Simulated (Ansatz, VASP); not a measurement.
# MgO (Periclase): VASP beside Ansatz

Wanted: the spread between two codes on one cell, functional and k mesh. The cell is taken from a series of runs on this material, whose earlier steps may have relaxed, scaled, displaced or heated it; both programs get it as it stands.

Method: plane waves, with VASP 6.6.1 beside it; zone-centre phonons at PBEsol, in Ansatz 0.2.0.

**1. The starting structure**

Symmetry: Fm-3m, No. 225, cubic system. Conventional cell: a = 4.214 Å, b = 4.214 Å, c = 4.214 Å, α = 90.00°, β = 90.00°, γ = 90.00°. Mg has 6 O at 2.11 Å nearest. O has 6 Mg at 2.11 Å nearest. Farther neighbours and most contacts between anions are not listed.

**2. VASP: zone-centre phonons, PBEsol**

Second derivatives magnify differences that forces hide, and they need a tight electronic threshold.

Lines of VASP's logs that name or quote its potential files are left out, and so is its time.

Input file INCAR:

```
SYSTEM = MgO
PREC = Accurate
ENCUT = 600
EDIFF = 1E-08
NELM = 120
ISMEAR = 0
SIGMA = 0.01
LREAL = .FALSE.
ALGO = Normal
GGA = PS
NBANDS = 10
LORBIT = 11
LWAVE = .FALSE.
LCHARG = .FALSE.
ISIF = 2
IBRION = 8
LEPSILON = .TRUE.
LASPH = .TRUE.
GGA_COMPAT = .FALSE.
EFERMI = MIDGAP
KPAR = 2
```

Input file POSCAR:

```
MgO
1.0
    0.0000000000      2.1071057379      2.1071057379
    2.1071057379      0.0000000000      2.1071057379
    2.1071057379      2.1071057379      0.0000000000
Mg O
1 1
Direct
    0.0000000000      0.0000000000      0.0000000000
    0.5000000000      0.5000000000      0.5000000000
```

Input file KPOINTS:

```
Automatic mesh
0
Gamma
12 12 12
0 0 0
```

Potentials, in the order of the species: Mg and O (PBE family, release 64).

Run with:

```bash
> mpirun -np 2 vasp_std
```

Numbers of over 12 decimals in the logs are rounded to 6 here.

What it wrote:

```text
[banner, memory and clock lines left out]
running    2 mpi-ranks, on    1 nodes
 distrk:  each k-point on    1 cores,    2 groups
 distr:  one band on    1 cores,    1 groups

 POSCAR found type information on POSCAR MgO
 POSCAR found :  2 types and       2 ions
|                                                                             |
|               ----> ADVICE to this user running VASP <----                  |
|                                                                             |
|     You enforced a specific xc type in the INCAR file but a different       |
|     [... a line on the potential file left out ...]
|     I HOPE YOU KNOW WHAT YOU ARE DOING!                                     |
|                                                                             |

 LDA part: xc-table for (Slater+PW92), standard interpolation
 POSCAR, INCAR and KPOINTS ok, starting setup
 FFT: planning ... GRIDC
 FFT: planning ... GRID_SOFT
 FFT: planning ... GRID
 WAVECAR not read
 entering main loop
       N       E                     dE             d eps       ncg     rms          rms(c)
DAV:   1     0.159328422682E+02    0.15933E+02   -0.50907E+03  1672   0.804E+02
DAV:   2    -0.131953801816E+02   -0.29128E+02   -0.27961E+02  1642   0.146E+02
DAV:   3    -0.138973473921E+02   -0.70197E+00   -0.70149E+00  1694   0.206E+01
DAV:   4    -0.138991738358E+02   -0.18264E-02   -0.18264E-02  1572   0.116E+00
DAV:   5    -0.138991796807E+02   -0.58449E-05   -0.58448E-05  1640   0.653E-02    0.666E+00
DAV:   6    -0.125530256407E+02    0.13462E+01   -0.78829E+00  1466   0.166E+01    0.221E+00
DAV:   7    -0.125291505315E+02    0.23875E-01   -0.46737E-02  1536   0.219E+00    0.130E+00
DAV:   8    -0.125156837928E+02    0.13467E-01   -0.23042E-02  1464   0.190E+00    0.200E-01
DAV:   9    -0.125154811523E+02    0.20264E-03   -0.23746E-04  1662   0.120E-01    0.135E-01
DAV:  10    -0.125154131820E+02    0.67970E-04   -0.39287E-04  1530   0.165E-01    0.595E-03
DAV:  11    -0.125154141607E+02   -0.97865E-06   -0.40036E-06  1556   0.155E-02    0.331E-03
DAV:  12    -0.125154147073E+02   -0.54667E-06   -0.10108E-07  1598   0.388E-03    0.442E-04
DAV:  13    -0.125154147721E+02   -0.64780E-07   -0.13530E-08   890   0.887E-04    0.497E-05
DAV:  14    -0.125154147608E+02    0.11268E-07   -0.19578E-10   788   0.141E-04    0.270E-05
DAV:  15    -0.125154147615E+02   -0.62687E-09   -0.81838E-11   782   0.593E-05
   1 F= -.12515415E+02 E0= -.12515415E+02  d E =0.000000E+00
 Linear response reoptimize wavefunctions to high precision
DAV:   1    -0.125154147612E+02    0.26262E-09   -0.31788E-12   822   0.158E-05
DAV:   2    -0.125154147612E+02   -0.20464E-11    0.13745E-13   764   0.382E-06
 Linear response G [H, r] |phi>, progress :
  Direction:   1
       N       E                     dE             d eps       ncg     rms
RMM:   1    -0.321367656010E+02   -0.32137E+02    0.13125E+01  3187   0.504E+01
RMM:   2    -0.304098874861E+02    0.17269E+01   -0.66355E-01  2288   0.678E+00
RMM:   3    -0.304128994571E+02   -0.30120E-02   -0.49382E-03  2409   0.439E-01
RMM:   4    -0.304129600954E+02   -0.60638E-04   -0.44020E-05  2576   0.345E-02
RMM:   5    -0.304129604026E+02   -0.30720E-06   -0.27384E-07  2625   0.288E-03
RMM:   6    -0.304129604060E+02   -0.33296E-08   -0.17759E-08  2461   0.327E-04
 Linear response G [H, r] |phi>, progress :
  Direction:   2
       N       E                     dE             d eps       ncg     rms
RMM:   1    -0.306149712451E+02   -0.30615E+02    0.16105E+01  3151   0.498E+01
RMM:   2    -0.302205443225E+02    0.39443E+00   -0.71191E-01  2298   0.707E+00
RMM:   3    -0.302241545697E+02   -0.36102E-02   -0.53196E-03  2402   0.457E-01
RMM:   4    -0.302242182228E+02   -0.63653E-04   -0.46317E-05  2574   0.357E-02
RMM:   5    -0.302242185451E+02   -0.32233E-06   -0.36032E-07  2612   0.304E-03
RMM:   6    -0.302242185486E+02   -0.34900E-08   -0.90899E-08  2476   0.326E-04
 Linear response G [H, r] |phi>, progress :
  Direction:   3
       N       E                     dE             d eps       ncg     rms
RMM:   1    -0.273072356892E+02   -0.27307E+02    0.57989E+01  3050   0.492E+01
RMM:   2    -0.256990338664E+02    0.16082E+01   -0.49439E-01  2256   0.574E+00
RMM:   3    -0.257004889482E+02   -0.14551E-02   -0.26658E-03  2352   0.339E-01
RMM:   4    -0.257005219947E+02   -0.33047E-04   -0.40113E-05  2469   0.300E-02
RMM:   5    -0.257005223849E+02   -0.39015E-06   -0.27864E-07  2505   0.264E-03
RMM:   6    -0.257005223931E+02   -0.81497E-08   -0.53020E-08  2243   0.304E-04
 Linear response to external field (no local field effect), progress :
  Direction:   1
       N       E                     dE             d eps       ncg     rms          rms(c)
RMM:   1    -0.132268137047E+00   -0.13227E+00   -0.41224E-01  3217   0.178E+00
RMM:   2    -0.132645514536E+00   -0.37738E-03   -0.97481E-04  2270   0.219E-01
RMM:   3    -0.132649624802E+00   -0.41103E-05   -0.30080E-06  2351   0.123E-02
RMM:   4    -0.132649641952E+00   -0.17150E-07   -0.16073E-08  2356   0.927E-04
RMM:   5    -0.132649642056E+00   -0.10372E-09   -0.11765E-10  1902   0.799E-05
 change of polarisation eV/A/(eV/A) component  1 :     0.265     0.086     0.024
 dielectric tensor                  component  1 :     3.566     0.832     0.237
 Linear response to external field (no local field effect), progress :
[...]
change of polarisation eV/A/(eV/A) component  2 :     0.086     0.269    -0.041
 dielectric tensor                  component  2 :     0.832     3.606    -0.400
 Linear response to external field (no local field effect), progress :
  Direction:   3
       N       E                     dE             d eps       ncg     rms          rms(c)
RMM:   1    -0.817203803090E-01   -0.81720E-01   -0.21172E-01  3101   0.138E+00
RMM:   2    -0.822839492622E-01   -0.56357E-03   -0.60029E-04  2264   0.163E-01
RMM:   3    -0.822861850351E-01   -0.22358E-05   -0.19527E-06  2319   0.923E-03
RMM:   4    -0.822861964293E-01   -0.11394E-07   -0.11401E-08  2244   0.715E-04
RMM:   5    -0.822861964789E-01   -0.49611E-10   -0.11545E-10  1758   0.646E-05
 change of polarisation eV/A/(eV/A) component  3 :     0.024    -0.041     0.165
 dielectric tensor                  component  3 :     0.237    -0.400     2.592
 Linear response to external field, progress :
  Direction:   1
       N       E                     dE             d eps       ncg     rms          rms(c)
RMM:   1    -0.116199397767E+00   -0.11620E+00   -0.35198E-01  7102   0.164E+00
RMM:   2    -0.116552816536E+00   -0.35342E-03   -0.87655E-04  5094   0.200E-01    0.535E-01
RMM:   3    -0.114946586319E+00    0.16062E-02   -0.10857E-03  5074   0.265E-01    0.321E-01
RMM:   4    -0.121391078675E+00   -0.64445E-02   -0.19837E-03  5061   0.377E-01    0.298E-02
RMM:   6    -0.122072851824E+00   -0.72766E-04   -0.20911E-07  5424   0.423E-03    0.243E-03
RMM:   7    -0.122097541604E+00   -0.24690E-04   -0.67958E-08  5412   0.225E-03    0.128E-04
RMM:   8    -0.122098578541E+00   -0.10369E-05   -0.59396E-10  5017   0.192E-04    0.522E-05
RMM:   9    -0.122098741247E+00   -0.16271E-06   -0.61499E-11  4409   0.772E-05    0.787E-06
 change of polarisation eV/A/(eV/A) component  1 :     0.224     0.047     0.017
 dielectric tensor                  component  1 :     3.168     0.453     0.164
 Linear response to external field, progress :
  Direction:   2
       N       E                     dE             d eps       ncg     rms          rms(c)
RMM:   1    -0.116041726690E+00   -0.11604E+00   -0.35040E-01  7102   0.165E+00
RMM:   2    -0.116552888695E+00   -0.51116E-03   -0.88898E-04  5093   0.203E-01    0.535E-01
RMM:   3    -0.114949100056E+00    0.16038E-02   -0.10858E-03  5071   0.265E-01    0.321E-01
RMM:   4    -0.121391343962E+00   -0.64422E-02   -0.19844E-03  5058   0.378E-01    0.298E-02
RMM:   5    -0.121999889043E+00   -0.60855E-03   -0.23410E-05  5316   0.446E-02    0.581E-03
RMM:   6    -0.122073068829E+00   -0.73180E-04   -0.20938E-07  5425   0.423E-03    0.242E-03
RMM:   7    -0.122097593501E+00   -0.24525E-04   -0.67747E-08  5411   0.224E-03    0.129E-04
RMM:   8    -0.122098665722E+00   -0.10722E-05   -0.69067E-10  5070   0.200E-04    0.539E-05
RMM:   9    -0.122098781288E+00   -0.11557E-06   -0.10397E-10  4374   0.785E-05    0.734E-06
 change of polarisation eV/A/(eV/A) component  2 :     0.036     0.224    -0.003
 dielectric tensor                  component  2 :     0.348     3.168    -0.030
 Linear response to external field, progress :
  Direction:   3
       N       E                     dE             d eps       ncg     rms          rms(c)
RMM:   1    -0.116063049211E+00   -0.11606E+00   -0.35061E-01  7090   0.165E+00
RMM:   2    -0.116552841676E+00   -0.48979E-03   -0.88658E-04  5089   0.203E-01    0.535E-01
RMM:   3    -0.114949299684E+00    0.16035E-02   -0.10849E-03  5071   0.265E-01    0.321E-01
RMM:   4    -0.121390983468E+00   -0.64417E-02   -0.19816E-03  5061   0.377E-01    0.298E-02
RMM:   5    -0.121999794685E+00   -0.60881E-03   -0.23358E-05  5317   0.446E-02    0.582E-03
RMM:   6    -0.122073049593E+00   -0.73255E-04   -0.21013E-07  5423   0.424E-03    0.242E-03
RMM:   7    -0.122097550953E+00   -0.24501E-04   -0.67776E-08  5408   0.224E-03    0.129E-04
RMM:   8    -0.122098631275E+00   -0.10803E-05   -0.65172E-10  5063   0.200E-04    0.541E-05
RMM:   9    -0.122098743044E+00   -0.11177E-06   -0.48278E-11  4390   0.784E-05    0.730E-06
 change of polarisation eV/A/(eV/A) component  3 :     0.005     0.026     0.224
 dielectric tensor                  component  3 :     0.044     0.248     3.168
 Linear response DOF=           2
 Linear response progress:
  Degree of freedom:   1/  2
       N       E                     dE             d eps       ncg     rms          rms(c)
RMM:   1    -0.199508297334E-02   -0.19951E-02   -0.16251E-04  6753   0.520E-01
RMM:   2    -0.194284641946E-02    0.52237E-04   -0.16453E-04  4949   0.867E-02    0.336E-02
RMM:   3    -0.192086381462E-02    0.21983E-04   -0.15613E-05  5176   0.282E-02    0.176E-02
RMM:   4    -0.192386170772E-02   -0.29979E-05   -0.13641E-05  5183   0.261E-02    0.325E-03
RMM:   5    -0.192542629870E-02   -0.15646E-05   -0.22048E-07  5216   0.388E-03    0.344E-04
RMM:   6    -0.192557689884E-02   -0.15060E-06   -0.15945E-09  5267   0.345E-04    0.150E-04
RMM:   7    -0.192559797478E-02   -0.21076E-07   -0.51114E-10  5316   0.218E-04    0.189E-05
RMM:   8    -0.192562429703E-02   -0.26322E-07    0.98033E-12  5399   0.134E-05    0.341E-06
RMM:   9    -0.192562492630E-02   -0.62928E-09    0.12086E-11  4779   0.388E-06    0.495E-07
 first order change of Fermi-energy   0.62379E-04
 force on displaced ion       1 direction 1 :  -5.384   0.000   0.000
 Born effective charge ion    1 direction 1 :   1.966   0.000   0.000
 Linear response progress:
  Degree of freedom:   2/  2
       N       E                     dE             d eps       ncg     rms          rms(c)
RMM:   1    -0.353912874655E+00   -0.35391E+00    0.38877E-01  5871   0.426E+00
RMM:   2    -0.354332766309E+00   -0.41989E-03   -0.17077E-03  5155   0.339E-01    0.126E-01
RMM:   3    -0.355772469717E+00   -0.14397E-02   -0.31585E-04  4948   0.132E-01    0.693E-02
RMM:   4    -0.357917223867E+00   -0.21448E-02   -0.32996E-04  4672   0.139E-01    0.185E-02
RMM:   5    -0.357929051119E+00   -0.11827E-04   -0.45097E-06  5318   0.218E-02    0.158E-03
RMM:   6    -0.357923899860E+00    0.51513E-05   -0.53108E-08  5669   0.197E-03    0.913E-04
RMM:   7    -0.357915425174E+00    0.84747E-05   -0.69567E-09  5508   0.817E-04    0.850E-05
RMM:   8    -0.357915432376E+00   -0.72014E-08   -0.50493E-10  5538   0.700E-05    0.276E-05
 first order change of Fermi-energy   0.14288E-02
 force on displaced ion       2 direction 1 :  -5.407   0.000   0.000
 Born effective charge ion    2 direction 1 :  -1.967   0.000   0.000
 Born effective charges drift removed
 Linear response finished
```

From OUTCAR (step 2):

```text
ion  position               nearest neighbor table
   1  0.000  0.000  0.000-   2 2.11   2 2.11   2 2.11   2 2.11   2 2.11   2 2.11
   2  0.500  0.500  0.500-   1 2.11   1 2.11   1 2.11   1 2.11   1 2.11   1 2.11

  LATTYP: Found a face centered cubic cell.
 ALAT       =     4.2142114758

 Subroutine GETGRP returns: Found 48 space group operations
 (whereof 48 operations were pure point group operations)

The static configuration has the point symmetry O_h .

 Found     72 irreducible k-points:

   k-points           NKPTS =     72   k-points in BZ     NKDIM =     72   number of bands    NBANDS=     10

   dimension x,y,z NGX =    24 NGY =   24 NGZ =   24
   dimension x,y,z NGXF=    48 NGYF=   48 NGZF=   48

   ENCUT  =  600.0 eV  44.10 Ry    6.64 a.u.   5.95  5.95  5.95*2*pi/ulx,y,z

   NELECT =       8.0000    total number of electrons

 k-points in reciprocal lattice and weights: Automatic mesh
   0.00000000  0.00000000  0.00000000       0.001
   0.08333333  0.00000000  0.00000000       0.005
   0.16666667  0.00000000  0.00000000       0.005
   0.25000000  0.00000000  0.00000000       0.005
   0.33333333  0.00000000  0.00000000       0.005
   0.41666667  0.00000000  0.00000000       0.005
   0.50000000  0.00000000  0.00000000       0.002
   0.08333333  0.08333333  0.00000000       0.003
   0.16666667  0.08333333  0.00000000       0.014
[...]
-0.33333333  0.50000000  0.16666667       0.007
  -0.25000000  0.50000000  0.25000000       0.003

 average (electrostatic) potential at core
       1 -34.6882       2 -69.5795

  Total       -0.0840615     -0.0840615     -0.0840615      0.0000000     -0.0000000      0.0000000
  in kB       -7.1981136     -7.1981136     -7.1981136      0.0000000     -0.0000000      0.0000000
  external PRESSURE =      -7.1981136 kB  Pullay stress =       0.0000000 kB

  energy-cutoff  :      600.00
  volume of cell :       18.71
      direct lattice vectors                 reciprocal lattice vectors
     0.000000000  2.107105738  2.107105738    -0.237292316  0.237292316  0.237292316
     2.107105738  0.000000000  2.107105738     0.237292316 -0.237292316  0.237292316
     2.107105738  2.107105738  0.000000000     0.237292316  0.237292316 -0.237292316

 POSITION                                       TOTAL-FORCE (eV/Angst)
 -----------------------------------------------------------------------------------
      0.00000      0.00000      0.00000        -0.000000      0.000000     -0.000000
      2.10711      2.10711      2.10711         0.000000     -0.000000      0.000000
 -----------------------------------------------------------------------------------
    total drift:                               -0.000000     -0.000000      0.000000

 MACROSCOPIC STATIC DIELECTRIC TENSOR (including local field effects in DFT)
 ------------------------------------------------------
           3.167830    -0.000000    -0.000000
          -0.000000     3.167830    -0.000000
           0.000000     0.000000     3.167830
 ------------------------------------------------------

 PIEZOELECTRIC TENSOR (including local field effects)  for field in x, y, z        (C/m^2)
          XX          YY          ZZ          XY          YZ          ZX
  --------------------------------------------------------------------------------
  x     0.00000     0.00000     0.00000     0.00000     0.00000     0.00000
  y     0.00000     0.00000     0.00000     0.00000     0.00000     0.00000
  z     0.00000     0.00000     0.00000     0.00000     0.00000     0.00000

 BORN EFFECTIVE CHARGES (including local field effects) (in |e|, cummulative output)
 ---------------------------------------------------------------------------------
 ion    1
    1     1.96646    -0.00000     0.00000
    2     0.00000     1.96646     0.00000
    3     0.00000     0.00000     1.96646
 ion    2
    1    -1.96646     0.00000     0.00000
    2    -0.00000    -1.96646     0.00000
    3     0.00000     0.00000    -1.96646

 Eigenvectors and eigenvalues of the dynamical matrix
 ----------------------------------------------------

   1 f  =   11.693557 THz    73.472784 2PiTHz  390.055067 cm-1    48.360643 meV
             X         Y         Z           dx          dy          dz
      0.000000  0.000000  0.000000     0.000000    0.629242    0.000000
      2.107106  2.107106  2.107106     0.000000   -0.777210    0.000000

   2 f  =   11.693557 THz    73.472784 2PiTHz  390.055067 cm-1    48.360643 meV
             X         Y         Z           dx          dy          dz
      0.000000  0.000000  0.000000    -0.629242    0.000000    0.000000
      2.107106  2.107106  2.107106     0.777210    0.000000    0.000000

   3 f  =   11.693557 THz    73.472784 2PiTHz  390.055067 cm-1    48.360643 meV
             X         Y         Z           dx          dy          dz
      0.000000  0.000000  0.000000     0.000000    0.000000   -0.629242
      2.107106  2.107106  2.107106     0.000000    0.000000    0.777210

   4 f/i=    0.012286 THz     0.077198 2PiTHz    0.409831 cm-1     0.050813 meV
             X         Y         Z           dx          dy          dz
      0.000000  0.000000  0.000000     0.777210    0.000000    0.000000
      2.107106  2.107106  2.107106     0.629242    0.000000    0.000000

   5 f/i=    0.012286 THz     0.077198 2PiTHz    0.409831 cm-1     0.050813 meV
             X         Y         Z           dx          dy          dz
      0.000000  0.000000  0.000000     0.000000   -0.777210    0.000000
      2.107106  2.107106  2.107106     0.000000   -0.629242    0.000000

   6 f/i=    0.012286 THz     0.077198 2PiTHz    0.409831 cm-1     0.050813 meV
             X         Y         Z           dx          dy          dz
      0.000000  0.000000  0.000000     0.000000    0.000000    0.777210
      2.107106  2.107106  2.107106     0.000000    0.000000    0.629242

 MACROSCOPIC STATIC DIELECTRIC TENSOR IONIC CONTRIBUTION
 ------------------------------------------------------
           6.930892    -0.000000     0.000000
          -0.000000     6.930892    -0.000000
           0.000000    -0.000000     6.930892
 ------------------------------------------------------

 ELASTIC MODULI CONTR FROM IONIC RELAXATION (kBar)
 Direction    XX          YY          ZZ          XY          YZ          ZX
 --------------------------------------------------------------------------------
 XX           0.0000      0.0000      0.0000      0.0000      0.0000      0.0000
 YY           0.0000      0.0000      0.0000      0.0000      0.0000      0.0000
 ZZ           0.0000      0.0000      0.0000      0.0000      0.0000      0.0000
 XY           0.0000      0.0000      0.0000      0.0000      0.0000      0.0000
 YZ           0.0000      0.0000      0.0000      0.0000      0.0000      0.0000
 ZX           0.0000      0.0000      0.0000      0.0000      0.0000      0.0000
 --------------------------------------------------------------------------------

 PIEZOELECTRIC TENSOR IONIC CONTR  for field in x, y, z        (C/m^2)
          XX          YY          ZZ          XY          YZ          ZX
  --------------------------------------------------------------------------------
  x     0.00000     0.00000     0.00000     0.00000     0.00000     0.00000
  y     0.00000     0.00000     0.00000     0.00000     0.00000     0.00000
  z     0.00000     0.00000     0.00000     0.00000     0.00000     0.00000
```

[end of part 1 of 2]

[Lines on the potential files, build, host, timing and source positions are cut from VASP's logs without a mark.]

[Logs are printed without paths, hosts, clocks, repeated set-up lines and the standing remarks that a program may print on its own settings, such as how far it seeks lower states.]

[Hosts, paths, dates, database ids (printed as entryN), source tags and the programs' standing remarks are cut or masked in the printed files.]
